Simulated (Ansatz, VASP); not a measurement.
# Ta8O (Ta(110)-c(2x2)-O, hollow site): VASP beside Ansatz

Aim: how closely do two programs agree when they are given the same cell, functional and k mesh? The cell is taken from a series of runs on this material, whose earlier steps may have relaxed, scaled, displaced or heated it; both programs get it as it stands. Other levels of theory on this material are compared in a session of their own.

Calculated with Ansatz 0.2.0; plane waves, with VASP 6.6.1 beside it; single point at RPBE.

## 1. The starting structure

The cell holds 9 atoms: 8 Ta and 1 O. Its edges and angles: a = 4.681 Å, b = 3.310 Å, c = 25.827 Å, α = 90.0°, β = 90.0°, γ = 90.0°. Vacuum lies along c.

## 2. VASP: single point, RPBE

With cell and atoms fixed, the geometry can't cause a difference; cores, projectors, grids and the points listed under the comparison can.

Lines of VASP's logs that name or quote its potential files are left out, and so is its time.

File INCAR:

```
SYSTEM = Ta8O
PREC = Accurate
ENCUT = 520
EDIFF = 1E-06
NELM = 120
ISMEAR = -1
SIGMA = 0.05
LREAL = .FALSE.
ALGO = Normal
GGA = RP
NBANDS = 58
LASPH = .TRUE.
LORBIT = 11
LWAVE = .FALSE.
LCHARG = .FALSE.
ISIF = 2
LDIPOL = .TRUE.
IDIPOL = 3
DIPOL = 0.5 0.5 0.482
LVHAR = .TRUE.
GGA_COMPAT = .FALSE.
NELMDL = -8
KPAR = 2
```

File POSCAR:

```
Ta8O
1.0
    4.6810468915      0.0000000000      0.0000000000
    0.0000000000      3.3100000000      0.0000000000
    0.0000000000      0.0000000000     25.8269328160
Ta O
8 1
Direct
    0.0000000000      0.0000000000      0.3291137999
    0.5000000000      0.5000000000      0.3291137999
    0.0000000000      0.5000000000      0.4197371605
    0.5000000000      0.0000000000      0.4197371605
    0.9926995200      0.0000000000      0.5061688349
    0.4907536913      0.5000000000      0.5067109719
    0.9548921656      0.5000000000      0.5969669534
    0.4600051726      0.0000000000      0.5902135323
    0.8043921425      0.0000000000      0.6368180380
```

File KPOINTS:

```
Automatic mesh
0
Gamma
14 18 1
0 0 0
```

Potentials, in the order of the species: Ta_pv and O (PBE family, release 64).

Command:

```sh
$ mpirun -np 2 vasp_std
```

Numbers of over 12 decimals in the logs are rounded to 6 here.

Log:

```text
[banner, memory and clock lines left out]
running    2 mpi-ranks, on    1 nodes
 distrk:  each k-point on    1 cores,    2 groups
 distr:  one band on    1 cores,    1 groups

 POSCAR found type information on POSCAR TaO
 POSCAR found :  2 types and       9 ions
|                                                                             |
|               ----> ADVICE to this user running VASP <----                  |
|                                                                             |
|     You enforced a specific xc type in the INCAR file but a different       |
|     [... a line on the potential file left out ...]
|     I HOPE YOU KNOW WHAT YOU ARE DOING!                                     |
|                                                                             |

 LDA part: xc-table for (Slater+PW92), standard interpolation
 POSCAR, INCAR and KPOINTS ok, starting setup
 FFT: planning ... GRIDC
 FFT: planning ... GRID_SOFT
 FFT: planning ... GRID
 WAVECAR not read
 entering main loop
       N       E                     dE             d eps       ncg     rms          rms(c)
DAV:   1     0.861512421557E+03    0.86151E+03   -0.52548E+04 11520   0.144E+03
DAV:   2    -0.534438674206E+02   -0.91496E+03   -0.89466E+03 10862   0.393E+02
DAV:   3    -0.101827817843E+03   -0.48384E+02   -0.46590E+02 11298   0.789E+01
DAV:   4    -0.104127555905E+03   -0.22997E+01   -0.22601E+01 12096   0.152E+01
DAV:   5    -0.104215227974E+03   -0.87672E-01   -0.87353E-01 12472   0.265E+00
DAV:   6    -0.104218069455E+03   -0.28415E-02   -0.28344E-02 12360   0.435E-01
DAV:   7    -0.104218185044E+03   -0.11559E-03   -0.11544E-03 12536   0.785E-02
DAV:   8    -0.104218191422E+03   -0.63777E-05   -0.63709E-05 11112   0.151E-02    0.407E+01
DAV:   9    -0.128045703627E+03   -0.23828E+02   -0.15646E+02 13008   0.580E+01    0.273E+01
DAV:  10    -0.226184699824E+03   -0.98139E+02   -0.18329E+03 13732   0.840E+01    0.372E+01
DAV:  11    -0.114525522091E+03    0.11166E+03   -0.44997E+02 12698   0.544E+01    0.239E+01
DAV:  12    -0.987039822557E+02    0.15822E+02   -0.11084E+02 12776   0.289E+01    0.113E+01
DAV:  13    -0.954659513713E+02    0.32380E+01   -0.30521E+01 12272   0.159E+01    0.545E+00
DAV:  14    -0.957632269014E+02   -0.29728E+00   -0.47312E+00 11752   0.848E+00    0.420E+00
[...]
DAV:  30    -0.952135902489E+02   -0.27927E-04   -0.85878E-06  8800   0.860E-03    0.347E-03
DAV:  31    -0.952136279916E+02   -0.37743E-04   -0.33321E-06  8096   0.545E-03    0.259E-03
DAV:  32    -0.952136474523E+02   -0.19461E-04   -0.18324E-06  7480   0.364E-03    0.155E-03
DAV:  33    -0.952136643625E+02   -0.16910E-04   -0.14421E-06  7416   0.236E-03    0.951E-04
DAV:  34    -0.952136726588E+02   -0.82963E-05   -0.63158E-07  7272   0.200E-03    0.572E-04
DAV:  35    -0.952136752394E+02   -0.25806E-05   -0.20071E-07  6560   0.122E-03    0.332E-04
DAV:  36    -0.952136767468E+02   -0.15074E-05   -0.16124E-07  6444   0.880E-04    0.239E-04
DAV:  37    -0.952136768871E+02   -0.14029E-06   -0.26840E-08  5652   0.421E-04
   1 F= -.95213677E+02 E0= -.95175909E+02  d E =-.755350E-01
```

Parts of OUTCAR (step 2):

```text
ion  position               nearest neighbor table
   1  0.000  0.000  0.329-   2 2.87   2 2.87   2 2.87   2 2.87   3 2.87   3 2.87   4 3.31   4 3.31

  LATTYP: Found a simple orthorhombic cell.
 ALAT       =     3.3100000000
 B/A-ratio  =     1.4142135624
 C/A-ratio  =     7.8026987360

 Subroutine GETGRP returns: Found  2 space group operations
 (whereof  2 operations were pure point group operations)

The static configuration has the point symmetry C_1h.

 Found     80 irreducible k-points:

   k-points           NKPTS =     80   k-points in BZ     NKDIM =     80   number of bands    NBANDS=     58

   dimension x,y,z NGX =    36 NGY =   28 NGZ =  192
   dimension x,y,z NGXF=    72 NGYF=   56 NGZF=  384

   ENCUT  =  520.0 eV  38.22 Ry    6.18 a.u.   8.70  6.15 48.02*2*pi/ulx,y,z

   NELECT =      94.0000    total number of electrons

 k-points in reciprocal lattice and weights: Automatic mesh
   0.00000000  0.00000000  0.00000000       0.004
   0.07142857  0.00000000  0.00000000       0.008
   0.14285714  0.00000000  0.00000000       0.008
   0.21428571  0.00000000  0.00000000       0.008
   0.28571429  0.00000000  0.00000000       0.008
   0.35714286  0.00000000  0.00000000       0.008
   0.42857143  0.00000000  0.00000000       0.008
   0.50000000  0.00000000  0.00000000       0.004
   0.00000000  0.05555556  0.00000000       0.008
[...]
0.42857143  0.50000000  0.00000000       0.008
   0.50000000  0.50000000  0.00000000       0.004

 dipolmoment           0.000000      0.000000     -0.032911 electrons x Angstroem

 average (electrostatic) potential at core
       1 -43.1308       2 -43.1333       3 -42.6363       4 -42.6678       5 -42.5862
       6 -42.5183       7 -43.5081       8 -43.1065       9 -77.3631

 E-fermi :  -0.5571

 k-point     1 :       0.0000    0.0000    0.0000
  band No.  band energies     occupation
    ...
     40      -1.5598      2.00000
     41      -1.4724      2.00000
     42      -1.0694      1.99993
     43      -0.8604      1.99537
     44      -0.8418      1.99329
     45      -0.2739      0.00691
     46      -0.1275      0.00037
     47       0.1231      0.00000
     48       0.2208      0.00000
     49       0.4350      0.00000
    ...

 k-point     2 :       0.0714    0.0000    0.0000
  band No.  band energies     occupation
    ...
     40      -1.5570      2.00000
     41      -1.4289      2.00000
     42      -1.1075      1.99997
     43      -0.8320      1.99185
     44      -0.8204      1.98973
     45      -0.2523      0.00450
     46      -0.1609      0.00072
     47       0.0861      0.00001
     48       0.2310      0.00000
     49       0.4392      0.00000
    ...

 k-point     3 :       0.1429    0.0000    0.0000
  band No.  band energies     occupation
    ...
     40      -1.5638      2.00000
     41      -1.2981      2.00000
     42      -1.2010      1.99999
     43      -0.8047      1.98596
     44      -0.7055      1.90221
     45      -0.2870      0.00897
     46      -0.2094      0.00191
     47      -0.0012      0.00003
     48       0.2538      0.00000
     49       0.2746      0.00000
    ...

  Total        6.0269178      2.3595449      7.9860910      0.0000000      0.0000000     -0.0601688
  in kB       24.1302616      9.4470238     31.9742980      0.0000000      0.0000000     -0.2409007
  external PRESSURE =      21.8505278 kB  Pullay stress =       0.0000000 kB

  energy-cutoff  :      520.00
  volume of cell :      400.17
      direct lattice vectors                 reciprocal lattice vectors
     4.681046892  0.000000000  0.000000000     0.213627426  0.000000000  0.000000000
     0.000000000  3.310000000  0.000000000     0.000000000  0.302114804  0.000000000
     0.000000000  0.000000000 25.826932816     0.000000000  0.000000000  0.038719271

 POSITION                                       TOTAL-FORCE (eV/Angst)
 -----------------------------------------------------------------------------------
      0.00000      0.00000      8.50000        -0.034385      0.000000      0.220162
      2.34052      1.65500      8.50000         0.065712      0.000000      0.152218
      0.00000      1.65500     10.84052         0.066212      0.000000     -1.124816
      2.34052      0.00000     10.84052        -0.078046      0.000000     -0.949412
      4.64687      0.00000     13.07279        -0.022014      0.000000      0.118087
      2.29724      1.65500     13.08679         0.060412      0.000000     -0.055626
      4.46990      1.65500     15.41783         0.346895      0.000000      0.008639
      2.15331      0.00000     15.24341        -0.506576      0.000000      0.311139
      3.76540      0.00000     16.44706         0.101790      0.000000      1.319609
 -----------------------------------------------------------------------------------
    total drift:                                0.000424      0.000000     -0.000622

  FREE ENERGIE OF THE ION-ELECTRON SYSTEM (eV)
  ---------------------------------------------------
  free  energy   TOTEN  =       -95.2136768871 eV

  energy  without entropy=      -95.1381418553  energy(sigma->0) =      -95.17590937

 vacuum level on the upper side and lower side of the slab         3.790         4.174

 total charge
# of ion       s       p       d       tot
------------------------------------------
    1        0.376   6.088   2.357   8.821
    2        0.375   6.088   2.357   8.821
    3        0.378   6.181   2.391   8.950
    4        0.375   6.183   2.383   8.941
    5        0.378   6.202   2.381   8.961
    6        0.384   6.193   2.440   9.018
    7        0.350   6.187   2.350   8.888
    8        0.384   6.176   2.420   8.981
    9        1.580   3.469   0.000   5.049
--------------------------------------------------
tot          4.581  52.768  19.080  76.429

[... 3 further parts left out ...]
```

## 3. Ansatz: single point, RPBE

Ansatz runs on its default PAW (the set named soft_2) files.

The same cell, functional, mesh and smearing now go to Ansatz, which takes its cutoff from its data sets.

File input.yaml:

```yaml
crystal:
  lattice:
    - [4.6810468915, 0.0, 0.0]
    - [0.0, 3.31, 0.0]
    - [0.0, 0.0, 25.826932816]
  atoms:
    - { symbol: Ta, position: [0.0, 0.0, 0.3291137999] }
    - { symbol: Ta, position: [0.5, 0.5, 0.3291137999] }
    - { symbol: Ta, position: [0.0, 0.5, 0.4197371605] }
    - { symbol: Ta, position: [0.5, 0.0, 0.4197371605] }
    - { symbol: Ta, position: [-0.00730048, 0.0, 0.5061688349] }
    - { symbol: Ta, position: [0.4907536913, 0.5, 0.5067109719] }
    - { symbol: Ta, position: [-0.0451078344, 0.5, 0.5969669534] }
    - { symbol: Ta, position: [0.4600051726, 0.0, 0.5902135323] }
    - { symbol: O, position: [0.8043921425, 0.0, 0.636818038] }
kpoints:
  mp_grid: { grid: [14, 18, 1] }
hamiltonian:
  xc: rpbe
scf:
  occupations: { method: fermi_dirac, width: 0.05 }
  convergence: { dr2_threshold: 1.0e-09 }
  n_extra_bands: 20
efield:
  axis: 3
  dipole_correction: true
  ramp_position: 0.97
  ramp_width: 0.06
output:
  band_densities: [{ e_range: [-0.7, 0] }, { e_range: [0, 0.7] }]
  write_potential: true
  write_density: true
  volumetric_format: npy
```

Command:

```sh
$ ansatz run input.yaml --threads 4 --pin off --max-ram 6144MiB --backend cpu --events-out ev --progress --plain --runs-dir out
```

Log:

```text
scf.n_extra_bands = 20 over 55 filled bands (N_el = 110.0): the run solves 75 bands
Engine: ansatz 0.2.0, x86_64-unknown-linux-gnu
Pseudopotentials: kind: paw
Pseudopotential: Ta, paw, valence charge 13, recommended cutoff 420 eV (normal), Ta.paw.azcp
Pseudopotential: O, paw, valence charge 6, recommended cutoff 420 eV (normal), O.paw.azcp
Functional definition: RPBE
  parameter kappa = 0.804
  parameter beta = 0.066725
  exchange = rpbe_x(kappa = kappa, mu = beta*pi^2/3)
  correlation = pbe_c(beta = beta)
Crystal: 9 atoms, lattice volume = 400.169 Å³
Basis set: ecut = 420 eV, 7883 PW (Γ)
Bands: 75, of which v1, the nominal top of the filled ones, is band 55 counted from 1 (54 counted from 0)
Symmetry: 2 space group operations
Space group: Pm (ITA 6), of the structure as read, at distance tolerance 7.4e-5 Å
k-points: 80 of 252 (time reversal used)
Non-local potential: Ta, projectors of the file, l = 0: 3, l = 1: 2, l = 2: 2, l = 3: 1
Non-local potential: O, projectors of the file, l = 0: 2, l = 1: 2, l = 2: 1
PAW form: soft (Blöchl's): semilocal exchange-correlation on the pseudo side does not see the compensation charge
PAW frozen core: Ta, regenerated for the run's functional, and the local potential with it (the file was generated under x = pbe(κ = 0.804, μ = 0.219515), c = pbe(β = 0.066725))
PAW frozen core: O, regenerated for the run's functional, and the local potential with it (the file was generated under x = pbe(κ = 0.804, μ = 0.219515), c = pbe(β = 0.066725))
PAW one-centre angular grid: Ta, 590 points (default); XC on 64 Gauss nodes
PAW one-centre angular grid: O, 110 points (default); XC on 64 Gauss nodes
Initial density: superposition of atomic densities (neutral atoms: chi_scale 0, normalization atom), corrected by the library's trained network
Initial wavefunctions: pseudopotential atomic-orbital guess
Functional: x = rpbe, c = pbe(β = 0.066725)
SCF iter   1: F=—  HF=-80125.350421 eV  |F-HF|=—  |Δ(HF+E_count)|=         —  Δρ=7.12e-3  dr2=5.98e0  ethr=1.77e-3  p=0.042 e·Å  D=1.89e-2 V/Å  ΔV_dip=-0.49 eV  dr2_dipole=2.20e0  V_vac-E_F(+/−)=4.52/5.01 eV  ⟨swp⟩=7.8  Hψ=27546  notcnv=0  defer=520
efield: sawtooth ramp at fractional position 0.9700 (set: `efield.ramp_position`, or a place that a band, a saddle search or an elastic batch's reference lends), width 0.0600; the density the first Hamiltonian is built on has a dipole p = 0.042 e·Å; the dipole correction subtracts the counter field D = 1.89e-2 V/Å, which shifts the + side's vacuum level by -0.49 eV against the − side's; the planar-averaged density in the ramp window peaks in size at 1.8e-5 e/Å³
preconditioner: auto → LDOS  [metal: Δε(μ)=0.007 eV  Ē_g=5.385 eV  σ=0.050 eV  W_gap=0.04  n_scr=66 (ndim 8)  ℏωp=12.3 eV  f_vac=0.563  D(μ)=8.97/eV (n_scr^D=52)  β→1.0]
SCF iter   2: F=—  HF=-80125.240662 eV  |F-HF|=—  |Δ(HF+E_count)|=   1.10e-1  Δρ=2.27e-3  dr2=9.55e-2  ethr=1.77e-3  p=0.030 e·Å  D=1.36e-2 V/Å  ΔV_dip=-0.35 eV  dr2_dipole=1.87e-2  V_vac-E_F(+/−)=4.35/4.70 eV  ⟨swp⟩=2.0  Hψ=7560  notcnv=0  defer=726
SCF iter   3: F=—  HF=-80125.240101 eV  |F-HF|=—  |Δ(HF+E_count)|=   5.61e-4  Δρ=8.26e-4  dr2=1.04e-2  ethr=8.68e-5  p=0.029 e·Å  D=1.30e-2 V/Å  ΔV_dip=-0.34 eV  dr2_dipole=1.83e-4  V_vac-E_F(+/−)=4.41/4.75 eV  ⟨swp⟩=2.0  Hψ=9415  notcnv=0  defer=780
SCF iter   4: F=—  HF=-80125.238779 eV  |F-HF|=—  |Δ(HF+E_count)|=   1.32e-3  Δρ=2.55e-4  dr2=5.28e-4  ethr=9.49e-6  p=0.032 e·Å  D=1.44e-2 V/Å  ΔV_dip=-0.37 eV  dr2_dipole=1.68e-6  V_vac-E_F(+/−)=4.37/4.74 eV  ⟨swp⟩=2.1  Hψ=8940  notcnv=0  defer=780
SCF iter   5: F=—  HF=-80125.238848 eV  |F-HF|=—  |Δ(HF+E_count)|=   6.94e-5  Δρ=9.31e-5  dr2=8.95e-5  ethr=4.80e-7  p=0.033 e·Å  D=1.49e-2 V/Å  ΔV_dip=-0.39 eV  dr2_dipole=8.71e-6  V_vac-E_F(+/−)=4.35/4.74 eV  ⟨swp⟩=3.0  Hψ=10484  notcnv=0  defer=780
SCF iter   6: F=—  HF=-80125.238880 eV  |F-HF|=—  |Δ(HF+E_count)|=   3.11e-5  Δρ=3.00e-5  dr2=1.53e-5  ethr=8.14e-8  p=0.034 e·Å  D=1.52e-2 V/Å  ΔV_dip=-0.39 eV  dr2_dipole=2.67e-6  V_vac-E_F(+/−)=4.34/4.73 eV  ⟨swp⟩=2.1  Hψ=7337  notcnv=0  defer=780
SCF iter   7: F=—  HF=-80125.238882 eV  |F-HF|=—  |Δ(HF+E_count)|=   2.12e-6  Δρ=7.85e-6  dr2=5.23e-7  ethr=1.39e-8  p=0.034 e·Å  D=1.54e-2 V/Å  ΔV_dip=-0.40 eV  dr2_dipole=7.99e-8  V_vac-E_F(+/−)=4.33/4.73 eV  ⟨swp⟩=2.1  Hψ=7571  notcnv=0  defer=780
SCF iter   8: F=—  HF=-80125.239051 eV  |F-HF|=—  |Δ(HF+E_count)|=   1.70e-4  Δρ=2.75e-6  dr2=4.07e-8  ethr=4.75e-10  p=0.034 e·Å  D=1.55e-2 V/Å  ΔV_dip=-0.40 eV  dr2_dipole=7.71e-9  V_vac-E_F(+/−)=4.33/4.73 eV  ⟨swp⟩=2.9  Hψ=10705  notcnv=0  defer=780
SCF iter   9: F=—  HF=-80125.239051 eV  |F-HF|=—  |Δ(HF+E_count)|=   5.57e-8  Δρ=9.60e-7  dr2=9.29e-9  ethr=3.70e-11  p=0.034 e·Å  D=1.55e-2 V/Å  ΔV_dip=-0.40 eV  dr2_dipole=3.95e-10  V_vac-E_F(+/−)=4.33/4.73 eV  ⟨swp⟩=2.1  Hψ=9288  notcnv=0  defer=780
SCF iter  10: F=—  HF=-80125.239051 eV  |F-HF|=—  |Δ(HF+E_count)|=   3.30e-9  Δρ=3.12e-7  dr2=1.20e-9  ethr=8.45e-12  p=0.034 e·Å  D=1.55e-2 V/Å  ΔV_dip=-0.40 eV  dr2_dipole=2.15e-10  V_vac-E_F(+/−)=4.33/4.73 eV  ⟨swp⟩=2.6  Hψ=10039  notcnv=0  defer=780
SCF iter  11: F=-80125.239051 eV  HF=-80125.239051 eV  |F-HF|=1.02e-10  |Δ(HF+E_count)|=  6.69e-10  Δρ=8.65e-8  dr2=7.83e-11  ethr=1.00e-12  p=0.034 e·Å  D=1.55e-2 V/Å  ΔV_dip=-0.40 eV  dr2_dipole=6.05e-13  V_vac-E_F(+/−)=4.33/4.73 eV  ⟨swp⟩=14.0  Hψ=22597  notcnv=0
SCF 1 converged in 11 iterations: F = -80125.239051 eV  dr2 = 7.83e-11
  greatest PAW one-centre occupation: 0.999 electrons in one spin orbital (limit 2), on the Ta atom at site 5 (counted from 0), in its partial waves of l = 0
WARN: The output density's exchange-correlation potential varies sharply where the density is thin. Do not read a vacuum level from v_tot or v_xc, or from such a field of the output density. On a cell that repeats whose density bears no net charge and no dipole along the vacuum's axis use v_es (v_loc + v_h of the components); under efield.dipole_correction with no amplitude use v_es + v_field, which holds any externa [...]
SCF converged after 11 iterations
Free energy (F): -80125.239051 eV
Harris-Foulkes:  -80125.239051 eV  (|F-HF|=1.02e-10)
Internal energy: -80125.163411 eV  (E = F + TS)
E sigma→0 (E₀):  -80125.201231 eV
Entropy (-TS):   -0.075640 eV (-8.404 meV/atom)
Fermi energy:    4.250853 eV
Dipole field:    D = 0.015505 V/Å  (p = 0.034290 e·Å, saw-weighted, corrected)
Work function:   Φ+ = 4.3325 eV   Φ− = 4.7330 eV
Levels:          The Fermi level and band energies are counted from a zero that moves with the ramp; work functions are not
--- Per-component energies (eV) ---
  E_band       = -2384.560465
  E_kinetic    = 3102.582622
  E_local      = -128069.538732  (includes V_loc(G=0)·N_el)
  E_nonlocal   = 160.143363
  E_hartree    = 62537.550577
  E_xc         = -1821.784235
  E_vxc        = -1722.031022  (∫ρ·V_xc dr)
  E_paw        = -67430.574000  (= ΣΔE_a)
  E_vpaw       = -932.064544  (= ΣTr[D̂ρ^β])
  E_aug_tail   = 0.003594  (compensation charges beyond the density's cutoff)
  E_efield     = 0.000266  (sawtooth field / dipole correction)
  E_vefield    = 1.245215  (∫n·V_field dr)
  E_ewald      = 51396.696647
  E_core_change = -0.243514  (= ΣΔE_core)
  E_smearing   = -0.075640  (= −TS)
  E_closure    = 0.000000  (closes the sum)
  Σ components = -80125.239051   (vs F -80125.239051, Δ=0.00e0)
--- Band table (eV; the first three rows and the last of 80) ---
  k-point 0: bands = [... 51 lower, 3.9684, 4.5350, 4.6787, 4.9303, 5.0288, 5.2435, 5.2973, 5.5626, ... 16 higher]
  k-point 1: bands = [... 51 lower, 3.9455, 4.4546, 4.5817, 4.8507, 4.9697, 5.1073, 5.4038, 5.5912, ... 16 higher]
  k-point 2: bands = [... 51 lower, 3.8761, 4.2118, 4.3633, 4.6897, 4.7571, 5.0772, 5.3877, 5.6138, ... 16 higher]
  k-point 79: bands = [... 51 lower, 3.4103, 4.0840, 4.1794, 4.3234, 4.5220, 5.4428, 5.5165, 5.6376, ... 16 higher]
--- Band densities, each state counted as filled ---
  window                                       electrons  max residual (eV)  cut levels
  e_range: [-0.7, 0]                            8.333333             4.4e-6           0
  e_range: [0, 0.7]                             5.388889             4.8e-4           0
```

Reading the cycles: dr2 is the Hartree energy of the density residual (eV), the measure of convergence; HF is the Harris–Foulkes estimate of the energy, which meets the free energy F at convergence.

## 4. Side by side

Known differences besides the potentials themselves: the data sets hold 110 valence electrons in Ansatz (on its default PAW (the set named soft_2) files) and 94 in VASP; the cutoff is 420 eV in Ansatz and 520 eV in VASP; Ansatz makes its cores anew for this functional, VASP keeps those of its PBE data sets. Total energies have different zeros and are not compared.

The two programs side by side:

| quantity | Ansatz | VASP | difference |
| --- | --- | --- | --- |
| work function, lower of the two faces (eV) | 4.33 | 4.35 | -0.01 |
| work function, higher of the two faces (eV) | 4.73 | 4.73 | 0.00 |

With vacuum in the cell, a pressure given here is an average over mostly empty space and none of the material.

## 5. Outcome

```yaml
difference_in_work_function_lower_of_the_two_faces_single_point_rpbe: -0.015 eV
```

What this shows: The difference in work function, lower of the two faces is -0.015 eV (single point, RPBE). The data sets hold unlike numbers of valence electrons (110 in Ansatz and 94 in VASP), so part of the differences comes from the potentials. 4 further runs of this series are not shown here. Such differences can come from data sets, numerical settings and the points named under the comparisons, not from the functional's error against experiment.

[Lines on the potential files, build, host, timing and source positions are cut from VASP's logs without a mark.]

[Logs are printed without paths, hosts, clocks, repeated set-up lines and the standing remarks that a program may print on its own settings, such as how far it seeks lower states.]

[Hosts, paths, dates, database ids (printed as entryN), source tags and the programs' standing remarks are cut or masked in the printed files.]
